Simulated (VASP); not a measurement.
Level of theory: r2SCAN+rVV10, VASP's PBE PAW potentials (set 64) (plane waves; VASP 6.6.1).

VASP ran on this input.

### POSCAR
```
SnSe2
1
    1.9165081878    -3.3194897697     0.0000000000
    1.9165081878     3.3194897697    -0.0000000000
    0.0000000000     0.0000000000     6.2366366453
Sn Se
1 2
Direct
  1.0000000000   0.0000000000   0.0000000000
  0.3333330000   0.6666670000   0.2525926707
  0.6666670000   0.3333330000   0.7474073293
```

### INCAR
```
SYSTEM = SnSe2
PREC = Accurate
ENCUT = 520
EDIFF = 1E-6
NELM = 100
ALGO = Normal
LREAL = .FALSE.
LASPH = .TRUE.
ISMEAR = 0
SIGMA = 0.05
METAGGA = R2SCAN
LUSE_VDW = .TRUE.
BPARAM = 11.95
CPARAM = 0.0093
LMIXTAU = .TRUE.
LMAXMIX = 4
LWAVE = .FALSE.
LCHARG = .FALSE.
IBRION = 2
ISIF = 3
NSW = 60
EDIFFG = -0.02
```

### KPOINTS
```
Automatic mesh
0
Gamma
6 6 3
0 0 0
```

POTCAR, in this order: Sn_d Se (PBE.64 set). Program: vasp_std.

Output

**OSZICAR**
```
       N       E                     dE             d eps       ncg     rms          rms(c)
DAV:   1     0.149406330300E+03    0.14941E+03   -0.12760E+04   586   0.176E+03
DAV:   2    -0.366839894873E+02   -0.18609E+03   -0.18287E+03   620   0.398E+02
DAV:   3    -0.577004724710E+02   -0.21016E+02   -0.20195E+02   761   0.123E+02
DAV:   4    -0.584045146647E+02   -0.70404E+00   -0.70333E+00   678   0.234E+01
DAV:   5    -0.584217045981E+02   -0.17190E-01   -0.17185E-01   879   0.370E+00    0.578E+00
DAV:   6    -0.558274368648E+02    0.25943E+01   -0.17108E+00   728   0.211E+01    0.392E+00
DAV:   7    -0.530690374904E+02    0.27584E+01   -0.85774E-01   638   0.635E+00    0.133E+00
DAV:   8    -0.538888204495E+02   -0.81978E+00   -0.67110E-01   603   0.652E+00    0.659E-01
DAV:   9    -0.538928555298E+02   -0.40351E-02   -0.15699E-01   592   0.317E+00    0.382E-01
DAV:  10    -0.539293294483E+02   -0.36474E-01   -0.18967E-02   663   0.120E+00    0.258E-01
DAV:  11    -0.539602453915E+02   -0.30916E-01   -0.48931E-02   587   0.194E+00    0.117E-01
DAV:  12    -0.539608575717E+02   -0.61218E-03   -0.45609E-03   610   0.542E-01    0.113E-01
DAV:  13    -0.539616928240E+02   -0.83525E-03   -0.34921E-04   747   0.200E-01    0.795E-02
DAV:  14    -0.539630881075E+02   -0.13953E-02   -0.21562E-03   585   0.469E-01    0.241E-02
DAV:  15    -0.539633458708E+02   -0.25776E-03   -0.31075E-04   590   0.168E-01    0.253E-02
DAV:  16    -0.539632976760E+02    0.48195E-04   -0.84937E-05   658   0.849E-02    0.238E-02
DAV:  17    -0.539633264916E+02   -0.28816E-04   -0.11689E-05   629   0.322E-02    0.130E-02
DAV:  18    -0.539633474730E+02   -0.20981E-04   -0.37590E-05   613   0.612E-02    0.701E-03
DAV:  19    -0.539633476877E+02   -0.21473E-06   -0.54457E-06   596   0.248E-02
   1 F= -.53963348E+02 E0= -.53963348E+02  d E =-.539633E+02
```

OUTCAR:
```
------------------------ aborting loop because EDIFF is reached ----------------------------------------
  FORCE on cell =-STRESS in cart. coord.  units (eV):
  Direction    XX          YY          ZZ          XY          YZ          ZX
  --------------------------------------------------------------------------------------
  Total       -0.0291782     -0.0291782      0.0226863      0.0000000     -0.0000000      0.0000000
  in kB       -0.5891248     -0.5891249      0.4580480      0.0000000     -0.0000000      0.0000000
  external PRESSURE =      -0.2400672 kB  Pullay stress =       0.0000000 kB
  volume of cell :       79.35
      direct lattice vectors                 reciprocal lattice vectors
     1.916508188 -3.319489770  0.000000000     0.260891137 -0.150625558  0.000000000
     1.916508188  3.319489770  0.000000000     0.260891137  0.150625558  0.000000000
     0.000000000  0.000000000  6.236636645     0.000000000  0.000000000  0.160342835
 POSITION                                       TOTAL-FORCE (eV/Angst)
 -----------------------------------------------------------------------------------
      0.00000      0.00000      0.00000        -0.000000     -0.000000      0.000000
      1.91651      1.10650      1.57533         0.000000      0.000000     -0.012453
      1.91651     -1.10650      4.66131         0.000000     -0.000000      0.012453
 -----------------------------------------------------------------------------------
    total drift:                                0.000000     -0.000000      0.000000
  FREE ENERGIE OF THE ION-ELECTRON SYSTEM (eV)
  ---------------------------------------------------
  free  energy   TOTEN  =       -53.9633476877 eV

  energy  without entropy=      -53.9633476877  energy(sigma->0) =      -53.96334769

 reached required accuracy - stopping structural energy minimisation
```
(Selected blocks of OUTCAR.)

OUTCAR:
```
 val. band max:        3.5162412462   @ k =   0.1667  -0.0000   0.0000

 cond. band min:       4.5120303079   @ k =   0.5000   0.0000   0.3333


 Fermi energy:         3.7684806480

 k-point     1 :       0.0000    0.0000    0.0000
  band No.  band energies     occupation
      1     -18.2816      2.00000
      2     -18.2816      2.00000
      3     -18.2265      2.00000
      4     -18.2185      2.00000
      5     -18.2185      2.00000
      6     -10.6650      2.00000
      7      -8.9845      2.00000
      8      -2.5721      2.00000
      9       2.9831      2.00000
     10       2.9831      2.00000
     11       3.2649      2.00000
     12       3.2650      2.00000
     13       3.4781      2.00000
     14       4.9543      0.00000
     15       7.0997      0.00000
     16       8.6084      0.00000
     17       8.6084      0.00000

 k-point     2 :       0.1667   -0.0000    0.0000
  band No.  band energies     occupation
      1     -18.2951      2.00000
      2     -18.2737      2.00000
      3     -18.2250      2.00000
      4     -18.2179      2.00000
      5     -18.2159      2.00000
      6     -10.3903      2.00000
      7      -8.8112      2.00000
      8      -2.5280      2.00000
      9       1.0073      2.00000
     10       2.0991      2.00000
     11       2.1824      2.00000
     12       3.4899      2.00000
     13       3.5162      2.00000
     14       6.0920      0.00000
     15       7.7480      0.00000
     16       8.8268      0.00000
     17       9.0569      0.00000

 k-point     3 :       0.3333    0.0000    0.0000
  band No.  band energies     occupation
      1     -18.3250      2.00000
      2     -18.2636      2.00000
      3     -18.2347      2.00000
      4     -18.2048      2.00000
      5     -18.2011      2.00000
      6      -9.6626      2.00000
      7      -8.5027      2.00000
      8      -2.9841      2.00000
      9      -0.4321      2.00000
     10       0.7390      2.00000
     11       1.3511      2.00000
...
```

Unless said otherwise, spin-orbit coupling is left out, though it shifts the bands of the heavy elements here.

The compound is SnSe2 in the 1T layered structure. It was relaxed first. The start is the result of an earlier pass.
